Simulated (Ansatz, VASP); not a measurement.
# Cross-check of Zr9Si28O26 (amorphous ZrO2 against Si(100), 6.0 A) between VASP and Ansatz

Wanted: the spread between two codes on one cell, functional and k mesh. Of the first pair: The structure shown is the start of the Ansatz relaxation below; VASP solves that cell, so the two are compared at the walk's first step.

Method: plane waves, with VASP 6.6.1 beside it; single point at PBE, in Ansatz 0.2.0.

### Step 1. Starting point

The cell holds 126 atoms: 56 Si, 18 Zr and 52 O. Cell: a = 10.900 Å, b = 10.900 Å, c = 16.358 Å, α = 90.0°, β = 90.0°, γ = 90.0°. It derives from Si (7 planes of diamond Si(100)). A slab of 7 planes of diamond Si(100) (starting lattice constant a = 5.45 A), 10.90 x 10.90 A in plane. 70 atoms (18 Zr, 52 O) packed at random between the slab and its periodic image at 5.2 g/cm^3 (a layer of 6.6 A) and pushed apart as soft spheres. Langevin MD at fixed cell with the MACE-MP-0b2 small potential (Batatia et al., arXiv:2401.00096), steps of 2 fs: 0.84 ps at 3200 K with the crystal held, 3200 to 800 K in 2.4 ps with the crystal held, 800 to 300 K in 1.2 ps with its inner planes held; soft walls kept the melt out of the crystal while it was held. Then all atoms and the cell's height relaxed. The structure's axis is c.

### Step 2. Ansatz: relaxation, PBE

Ansatz runs on its default PAW (the set named soft_2) files.

The two programs are compared at the cell with which this relaxation starts, whose forces are those of its first step.

Input file input.yaml:

```yaml
crystal:
  lattice:
    - [10.9, 0.0, 0.0]
    - [0.0, 10.9, 0.0]
    - [0.0, 0.0, 16.35791]
  atoms:
    - { symbol: Si, position: [0.00366, 0.00047, 0.30165] }
    - { symbol: Si, position: [0.09103, 0.06843, 0.0149] }
    - { symbol: Si, position: [0.008, 0.24169, 0.12478] }
    - { symbol: Si, position: [0.12673, 0.36717, 0.21842] }
    - { symbol: Si, position: [0.24403, 0.99521, 0.1334] }
    - { symbol: Si, position: [0.37129, 0.1229, 0.21856] }
    - { symbol: Si, position: [0.25181, 0.24645, 0.30451] }
    - { symbol: Si, position: [0.36015, 0.36575, 0.04355] }
    - { symbol: Si, position: [0.12577, 0.12394, 0.38925] }
    - { symbol: Si, position: [0.00088, 0.2543, 0.47305] }
    - { symbol: Si, position: [0.12898, 0.37827, 0.55799] }
    - { symbol: Si, position: [0.24506, 0.00247, 0.4799] }
    - { symbol: Si, position: [0.42991, 0.17343, 0.58436] }
    - { symbol: Si, position: [0.383, 0.37028, 0.38433] }
    - { symbol: Si, position: [0.00525, 0.49668, 0.30218] }
    - { symbol: Si, position: [0.05369, 0.62859, 0.02347] }
    - { symbol: Si, position: [0.98985, 0.75202, 0.13461] }
    - { symbol: Si, position: [0.12357, 0.8695, 0.21894] }
    - { symbol: Si, position: [0.25036, 0.4876, 0.13385] }
    - { symbol: Si, position: [0.37244, 0.62069, 0.21749] }
    - { symbol: Si, position: [0.24861, 0.74718, 0.30318] }
    - { symbol: Si, position: [0.39644, 0.89154, 0.05911] }
    - { symbol: Si, position: [0.12596, 0.61988, 0.38818] }
    - { symbol: Si, position: [9.0e-05, 0.74857, 0.47641] }
    - { symbol: Si, position: [0.14738, 0.85466, 0.55798] }
    - { symbol: Si, position: [0.26023, 0.49356, 0.46857] }
    - { symbol: Si, position: [0.35985, 0.64454, 0.5519] }
    - { symbol: Si, position: [0.37052, 0.87992, 0.38773] }
    - { symbol: Si, position: [0.49815, 0.00058, 0.30311] }
    - { symbol: Si, position: [0.60321, 0.11974, 0.04965] }
[... 90 atom lines left out ...]
    - { symbol: O, position: [0.71036, 0.72306, 0.56611] }
    - { symbol: O, position: [0.63622, 0.28499, 0.77193] }
    - { symbol: O, position: [0.49615, 0.00465, 0.03002] }
    - { symbol: O, position: [0.67547, 0.54535, 0.95019] }
    - { symbol: O, position: [0.09151, 0.70246, 0.93902] }
    - { symbol: O, position: [0.29545, 0.84262, 0.78543] }
kpoints:
  mp_grid: { grid: [1, 1, 1] }
hamiltonian:
  xc: pbe
scf:
  occupations: { method: fermi_dirac, width: 0.025 }
output:
  forces: true
relax:
  f_tol: 0.08
  max_steps: 90
  cell: { fix: [a, b, alpha, beta, gamma] }
```

Launch:

```console
$ ansatz run input.yaml --threads 8 --pin off --max-ram 15872MiB --backend cpu --events-out ev --progress --plain --runs-dir out
```

Numbers of over 12 decimals in the logs are rounded to 6 here.

The log of the run:

```text
Engine: ansatz 0.2.0, aarch64-unknown-linux-gnu
Pseudopotentials: kind: paw
Pseudopotential: Si, paw, valence charge 4, recommended cutoff 420 eV (normal), Si.paw.azcp
Pseudopotential: Zr, paw, valence charge 12, recommended cutoff 420 eV (normal), Zr.paw.azcp
Pseudopotential: O, paw, valence charge 6, recommended cutoff 420 eV (normal), O.paw.azcp
Functional definition: PBE
  parameter kappa = 0.804
  parameter beta = 0.066725
  exchange = pbe_x(kappa = kappa, mu = beta*pi^2/3)
  correlation = pbe_c(beta = beta)
Crystal: 126 atoms, lattice volume = 1943.483 Å³
Basis set: ecut = 420 eV, 37919 PW (Γ), exchange–correlation on 150×150×240 points (8 copies of the dense FFT grid, shifted against one another)
Bands: 502, of which v1, the nominal top of the filled ones, is band 376 counted from 1 (375 counted from 0)
Symmetry: 1 space group operations
Space group: P1 (ITA 1), of the structure as read, at distance tolerance 1.2e-4 Å
k-points: 1
Non-local potential: Si, projectors of the file, l = 0: 2, l = 1: 2, l = 2: 2
Non-local potential: Zr, projectors of the file, l = 0: 3, l = 1: 2, l = 2: 2, l = 3: 2
Non-local potential: O, projectors of the file, l = 0: 2, l = 1: 2, l = 2: 1
PAW form: soft (Blöchl's): semilocal exchange-correlation on the pseudo side does not see the compensation charge
PAW one-centre angular grid: Si, 110 points (default); XC on 64 Gauss nodes
PAW one-centre angular grid: Zr, 590 points (default); XC on 64 Gauss nodes
PAW one-centre angular grid: O, 110 points (default); XC on 64 Gauss nodes
Initial density: superposition of atomic densities (neutral atoms: chi_scale 0, normalization atom), corrected by the library's trained network
Initial wavefunctions: pseudopotential atomic-orbital guess
Functional: x = pbe(κ = 0.804, μ = 0.219515), c = pbe(β = 0.066725)
SCF iter   1: F=—  HF=-140509.918921 eV  |F-HF|=—  |Δ(HF+E_count)|=         —  Δρ=8.51e-3  dr2=1.19e1  ethr=1.77e-3  ⟨swp⟩=6.0  Hψ=2213  notcnv=0  defer=25
preconditioner: auto → Resta (q_TF=auto, 2.329 Å⁻¹)  ε∞=6.6  [insulator: Δε(μ)=0.100 eV  Ē_g=7.972 eV  σ=0.025 eV  W_gap=0.76  n_scr=404 (ndim 8)  ℏωp=18.9 eV  f_vac=0.010  D(μ)=17.78/eV (n_scr^D=58)  ε∞_Penn≈6.6]
SCF iter   2: F=—  HF=-140509.015911 eV  |F-HF|=—  |Δ(HF+E_count)|=   9.03e-1  Δρ=3.95e-3  dr2=1.90e0  ethr=1.59e-3  ⟨swp⟩=1.0  Hψ=578  notcnv=0  defer=41
preconditioner: auto → Kerker (q_TF=auto, 2.329 Å⁻¹)  [metal: Δε(μ)=0.051 eV  Ē_g=7.999 eV  σ=0.025 eV  W_gap=0.46  n_scr=404 (ndim 8)  ℏωp=18.9 eV  f_vac=0.011 (ignored in choosing the arm: the first look at the density read no void)  D(μ)=40.31/eV (n_scr^D=238)]
SCF iter   3: F=—  HF=-140508.877919 eV  |F-HF|=—  |Δ(HF+E_count)|=   1.38e-1  Δρ=2.00e-3  dr2=4.58e-1  ethr=2.53e-4  ⟨swp⟩=3.0  Hψ=442  notcnv=0  defer=97
SCF iter   4: F=—  HF=-140508.859040 eV  |F-HF|=—  |Δ(HF+E_count)|=   1.89e-2  Δρ=1.37e-3  dr2=2.48e-1  ethr=6.09e-5  ⟨swp⟩=5.0  Hψ=1040  notcnv=0  defer=90
SCF iter   5: F=—  HF=-140508.845753 eV  |F-HF|=—  |Δ(HF+E_count)|=   1.33e-2  Δρ=3.60e-4  dr2=1.75e-2  ethr=3.30e-5  ⟨swp⟩=2.0  Hψ=448  notcnv=0  defer=90
SCF iter   6: F=—  HF=-140508.844859 eV  |F-HF|=—  |Δ(HF+E_count)|=   8.93e-4  Δρ=2.02e-4  dr2=6.51e-3  ethr=2.33e-6  ⟨swp⟩=2.0  Hψ=421  notcnv=0  defer=90
SCF iter   7: F=—  HF=-140508.844492 eV  |F-HF|=—  |Δ(HF+E_count)|=   3.67e-4  Δρ=9.51e-5  dr2=1.40e-3  ethr=8.66e-7  ⟨swp⟩=2.0  Hψ=437  notcnv=0  defer=90
SCF iter   8: F=—  HF=-140508.844443 eV  |F-HF|=—  |Δ(HF+E_count)|=   4.91e-5  Δρ=6.15e-5  dr2=4.28e-4  ethr=1.86e-7  ⟨swp⟩=2.0  Hψ=708  notcnv=0  defer=90
SCF iter   9: F=—  HF=-140508.844366 eV  |F-HF|=—  |Δ(HF+E_count)|=   7.72e-5  Δρ=2.98e-5  dr2=9.52e-5  ethr=5.70e-8  ⟨swp⟩=2.0  Hψ=716  notcnv=0  defer=90
SCF iter  10: F=—  HF=-140508.842453 eV  |F-HF|=—  |Δ(HF+E_count)|=   1.91e-3  Δρ=1.36e-5  dr2=3.03e-5  ethr=1.27e-8  ⟨swp⟩=2.0  Hψ=804  notcnv=0  defer=90
SCF iter  11: F=—  HF=-140508.842451 eV  |F-HF|=—  |Δ(HF+E_count)|=   1.67e-6  Δρ=7.17e-6  dr2=5.20e-6  ethr=4.02e-9  ⟨swp⟩=2.0  Hψ=708  notcnv=0  defer=90
SCF iter  12: F=—  HF=-140508.842451 eV  |F-HF|=—  |Δ(HF+E_count)|=   3.14e-7  Δρ=3.67e-6  dr2=1.18e-6  ethr=6.92e-10  ⟨swp⟩=2.0  Hψ=708  notcnv=0  defer=90
SCF iter  13: F=—  HF=-140508.842451 eV  |F-HF|=—  |Δ(HF+E_count)|=   5.73e-8  Δρ=2.13e-6  dr2=3.00e-7  ethr=1.57e-10  ⟨swp⟩=2.0  Hψ=708  notcnv=0  defer=90
SCF iter  14: F=-140508.842451 eV  HF=-140508.842451 eV  |F-HF|=2.54e-8  |Δ(HF+E_count)|=   1.55e-8  Δρ=7.35e-7  dr2=3.98e-8  ethr=1.33e-11  ⟨swp⟩=4.0  Hψ=1279  notcnv=0
SCF 1 converged in 14 iterations: F = -140508.842451 eV  dr2 = 3.98e-8
  greatest PAW one-centre occupation: 0.995 electrons in one spin orbital (limit 2), on the Zr atom at site 66 (counted from 0), in its partial waves of l = 0
[...]
- { symbol: Si, position: [0.370080, 0.620448, 0.220659] }
    - { symbol: Si, position: [0.242709, 0.742161, 0.307230] }
    - { symbol: Si, position: [0.393181, 0.896390, 0.067291] }
    - { symbol: Si, position: [0.127203, 0.607754, 0.393395] }
    - { symbol: Si, position: [0.00603769, 0.737700, 0.480164] }
    - { symbol: Si, position: [0.160373, 0.838932, 0.557886] }
    - { symbol: Si, position: [0.263621, 0.483827, 0.473121] }
    - { symbol: Si, position: [0.370293, 0.634964, 0.550015] }
    - { symbol: Si, position: [0.367447, 0.876673, 0.385027] }
    - { symbol: Si, position: [0.494465, -0.00439372, 0.296227] }
    - { symbol: Si, position: [0.597549, 0.120652, 0.055548] }
    - { symbol: Si, position: [0.488188, 0.252866, 0.135257] }
    - { symbol: Si, position: [0.621916, 0.373690, 0.214628] }
    - { symbol: Si, position: [0.744513, 0.00848541, 0.132700] }
    - { symbol: Si, position: [0.883926, 0.130077, 0.208170] }
    - { symbol: Si, position: [0.752758, 0.247780, 0.294189] }
    - { symbol: Si, position: [0.889607, 0.391274, 0.048648] }
    - { symbol: Si, position: [0.632470, 0.117620, 0.376475] }
    - { symbol: Si, position: [0.522731, 0.248229, 0.464787] }
    - { symbol: Si, position: [0.662545, 0.362473, 0.542372] }
    - { symbol: Si, position: [0.768767, 0.000545368, 0.456243] }
    - { symbol: Si, position: [0.860163, 0.152512, 0.539798] }
    - { symbol: Si, position: [0.866259, 0.380217, 0.378524] }
    - { symbol: Si, position: [0.502038, 0.499269, 0.301300] }
[...]
- { symbol: Si, position: [0.757972, 0.748326, 0.309082] }
    - { symbol: Si, position: [0.854678, 0.883770, 0.041507] }
    - { symbol: Si, position: [0.621804, 0.628229, 0.386713] }
    - { symbol: Si, position: [0.497304, 0.759479, 0.468440] }
    - { symbol: Si, position: [0.658217, 0.863983, 0.537186] }
    - { symbol: Si, position: [0.761311, 0.514922, 0.466293] }
    - { symbol: Si, position: [0.845014, 0.660025, 0.568224] }
    - { symbol: Si, position: [0.898216, 0.868981, 0.385045] }
    - { symbol: Zr, position: [0.730810, 0.108724, 0.703010] }
    - { symbol: Zr, position: [0.594888, 0.968281, 0.906808] }
    - { symbol: Zr, position: [0.439426, 0.971208, 0.739673] }
    - { symbol: Zr, position: [0.213830, 0.825237, 0.901335] }
    - { symbol: Zr, position: [0.097577, 0.091119, 0.678640] }
    - { symbol: Zr, position: [0.262927, 0.143138, 0.848296] }
    - { symbol: Zr, position: [0.948222, 0.292792, 0.858615] }
    - { symbol: Zr, position: [0.090543, 0.489644, 0.740772] }
    - { symbol: Zr, position: [0.703749, 0.811101, 0.718022] }
    - { symbol: Zr, position: [0.307142, 0.435090, 0.882112] }
    - { symbol: Zr, position: [0.773568, 0.453542, 0.716800] }
    - { symbol: Zr, position: [0.460067, 0.399149, 0.714749] }
    - { symbol: Zr, position: [0.647766, 0.347790, 0.892598] }
    - { symbol: Zr, position: [0.914699, 1.004682, 0.866672] }
    - { symbol: Zr, position: [0.480275, 0.642032, 0.932308] }
    - { symbol: Zr, position: [0.00293992, 0.784593, 0.739919] }
    - { symbol: Zr, position: [0.340617, 0.680727, 0.734816] }
    - { symbol: Zr, position: [0.812818, 0.638484, 0.869930] }
    - { symbol: O, position: [0.064791, 0.899607, 0.831395] }
    - { symbol: O, position: [0.875072, 0.768902, 0.653938] }
    - { symbol: O, position: [0.562706, 0.687491, 0.060302] }
    - { symbol: O, position: [0.116608, 0.393473, 0.854231] }
    - { symbol: O, position: [0.150527, 0.672864, 0.728096] }
    - { symbol: O, position: [0.939506, 0.361332, 0.737220] }
    - { symbol: O, position: [0.504919, 0.477214, 0.846113] }
    - { symbol: O, position: [0.315023, 0.641824, 0.869132] }
    - { symbol: O, position: [0.291835, 0.486222, 0.752831] }
    - { symbol: O, position: [0.177673, 0.559076, 0.062193] }
    - { symbol: O, position: [0.358358, 0.808629, 0.984751] }
    - { symbol: O, position: [0.145908, 0.226339, 0.607398] }
    - { symbol: O, position: [0.200881, 0.020393, 0.944201] }
    - { symbol: O, position: [0.634974, 0.980987, 0.780347] }
    - { symbol: O, position: [0.822821, 0.153528, 0.813530] }
    - { symbol: O, position: [0.908755, 0.101904, 0.633187] }
    - { symbol: O, position: [0.275362, 0.071120, 0.731355] }
    - { symbol: O, position: [0.864954, 0.541628, 0.631367] }
    - { symbol: O, position: [0.954691, 0.518451, 1.000182] }
    - { symbol: O, position: [0.422181, 0.573255, 0.638365] }
    - { symbol: O, position: [0.385053, 0.294116, 0.629405] }
    - { symbol: O, position: [0.517897, 0.103936, 0.657827] }
    - { symbol: O, position: [0.748521, 0.242569, 0.587954] }
    - { symbol: O, position: [0.284724, 0.288679, 0.972159] }
[...]
- { symbol: O, position: [0.819436, 0.322935, 0.969778] }
    - { symbol: O, position: [0.103395, 0.900232, 0.646705] }
    - { symbol: O, position: [0.699200, 0.724054, 0.577386] }
    - { symbol: O, position: [0.636812, 0.300047, 0.769244] }
    - { symbol: O, position: [0.505089, -0.006271, 0.026780] }
    - { symbol: O, position: [0.669116, 0.557511, 0.953931] }
    - { symbol: O, position: [0.088568, 0.707252, 0.948032] }
    - { symbol: O, position: [0.305085, 0.847172, 0.792182] }
```

### Step 3. VASP: single point, PBE, start cell, pair 1

The same cell, functional, mesh and smearing now go to VASP, with its own data sets.

Lines of VASP's logs that name or quote its potential files are left out, and so is its time.

Input file INCAR:

```
SYSTEM = Zr9Si28O26
PREC = Accurate
ENCUT = 520
EDIFF = 1E-06
NELM = 120
ISMEAR = -1
SIGMA = 0.025
LREAL = Auto
ALGO = Normal
GGA = PE
NBANDS = 464
LASPH = .TRUE.
LORBIT = 11
LWAVE = .FALSE.
LCHARG = .FALSE.
ISIF = 2
GGA_COMPAT = .FALSE.
EFERMI = MIDGAP
NCORE = 4
```

Input file POSCAR:

```
Zr9Si28O26
1.0
   10.9000000000      0.0000000000      0.0000000000
    0.0000000000     10.9000000000      0.0000000000
    0.0000000000      0.0000000000     16.3579100000
Si Zr O
56 18 52
Direct
    0.0036605505      0.0004678899      0.3016522282
    0.0910275229      0.0684311927      0.0148979912
    0.0080000000      0.2416880734      0.1247775541
    0.1267339450      0.3671743119      0.2184203239
    0.2440275229      0.9952110092      0.1333972372
    0.3712935780      0.1228990826      0.2185609286
    0.2518073394      0.2464495413      0.3045071161
    0.3601467890      0.3657522936      0.0435507959
    0.1257706422      0.1239357798      0.3892489933
    0.0008807339      0.2543027523      0.4730494299
    0.1289816514      0.3782660550      0.5579930443
    0.2450642202      0.0024678899      0.4799023836
    0.4299082569      0.1734311927      0.5843594934
    0.3830000000      0.3702844037      0.3843278267
    0.0052477064      0.4966788991      0.3021779677
    0.0536880734      0.6285871560      0.0234687683
    0.9898532110      0.7520183486      0.1346076608
    0.1235688073      0.8695045872      0.2189399502
    0.2503577982      0.4875963303      0.1338496177
    0.3724403670      0.6206880734      0.2174911098
    0.2486055046      0.7471834862      0.3031805408
    0.3964403670      0.8915412844      0.0591090182
    0.1259633028      0.6198807339      0.3881791745
    0.0000917431      0.7485688073      0.4764117176
    0.1473761468      0.8546605505      0.5579808178
    0.2602293578      0.4935596330      0.4685684174
    0.3598532110      0.6445412844      0.5518981337
    0.3705229358      0.8799174312      0.3877329072
    0.4981467890      0.0005779817      0.3031071818
    0.6032110092      0.1197431193      0.0496518198
[... 90 atom lines left out ...]
    0.7103577982      0.7230642202      0.5661114409
    0.6362201835      0.2849908257      0.7719323557
    0.4961467890      0.0046513761      0.0300221728
    0.6754678899      0.5453486239      0.9501886243
    0.0915137615      0.7024587156      0.9390197158
    0.2954495413      0.8426238532      0.7854304126
```

Input file KPOINTS:

```
Automatic mesh
0
Gamma
1 1 1
0 0 0
```

Potentials, in the order of the species: Si, Zr_sv and O (PBE family, release 64).

Launch:

```console
$ mpirun -np 16 vasp_gam
```

The log of the run:

```text
[banner, memory and clock lines left out]
running   16 mpi-ranks, on    1 nodes
[...]
LDA part: xc-table for (Slater+PW92), standard interpolation
 POSCAR, INCAR and KPOINTS ok, starting setup
[...]
entering main loop
       N       E                     dE             d eps       ncg     rms          rms(c)
DAV:   1     0.760198347668E+04    0.76020E+04   -0.42528E+05   936   0.160E+03
DAV:   2    -0.223623928310E+03   -0.78256E+04   -0.75338E+04  1104   0.412E+02
DAV:   3    -0.102496467708E+04   -0.80134E+03   -0.79290E+03  1192   0.127E+02
DAV:   4    -0.106918247229E+04   -0.44218E+02   -0.44054E+02  1480   0.265E+01
[...]
DAV:  20    -0.933037593922E+03   -0.88966E-05   -0.22986E-05  1048   0.843E-03    0.754E-03
DAV:  21    -0.933037596900E+03   -0.29776E-05   -0.59159E-06   960   0.450E-03    0.577E-03
DAV:  22    -0.933037597218E+03   -0.31754E-06   -0.28727E-06   776   0.337E-03
   1 F= -.93303760E+03 E0= -.93298923E+03  d E =-.967251E-01
```

OUTCAR, selected parts (step 3):

```text
  FREE ENERGIE OF THE ION-ELECTRON SYSTEM (eV)
  ---------------------------------------------------
  free  energy   TOTEN  =      -933.0375972176 eV

  energy  without entropy=     -932.9408721559  energy(sigma->0) =     -932.98923469
```

The gap is under twice the smearing width, so the edge states are partly filled and the run can't tell a small gap from a semimetal.

### Step 4. Side by side

Known differences besides the potentials themselves: the cutoff is 420 eV in Ansatz and 520 eV in VASP (PREC = Accurate, projectors in real space). Total energies have different zeros and are not compared.

Forces on 9 of the 126 atoms, those with the largest forces and the largest differences (eV/Å; atoms numbered as in POSCAR):

```csv
atom,"Ansatz x, y, z","VASP x, y, z"
Si8,"0.550, -0.220, 0.936","0.557, -0.233, 1.026"
Si11,"-0.079, -0.087, -1.743","-0.051, -0.123, -1.848"
Si13,"-0.462, -0.419, -0.995","-0.432, -0.432, -1.077"
Si27,"0.324, -0.271, -1.424","0.325, -0.268, -1.508"
Si39,"0.030, 0.373, -1.748","0.027, 0.373, -1.816"
Si41,"0.524, -0.219, -1.316","0.527, -0.220, -1.392"
Si50,"0.112, -0.131, 1.962","0.109, -0.156, 2.011"
Si55,"-0.407, 0.054, -1.334","-0.362, 0.064, -1.407"
Zr59,"1.003, -1.126, 0.684","1.022, -1.138, 0.645"
```

The forces differ by 22 meV/Å r.m.s., which is 5.3 % of the r.m.s. force of 0.420 eV/Å (both taken over all components).

(Part 1 of 2 ends here.)

[Lines on the potential files, build, host, timing and source positions are cut from VASP's logs without a mark.]

[Logs are printed without paths, hosts, clocks, repeated set-up lines and the standing remarks that a program may print on its own settings, such as how far it seeks lower states.]

[Hosts, paths, dates, database ids (printed as entryN), source tags and the programs' standing remarks are cut or masked in the printed files.]
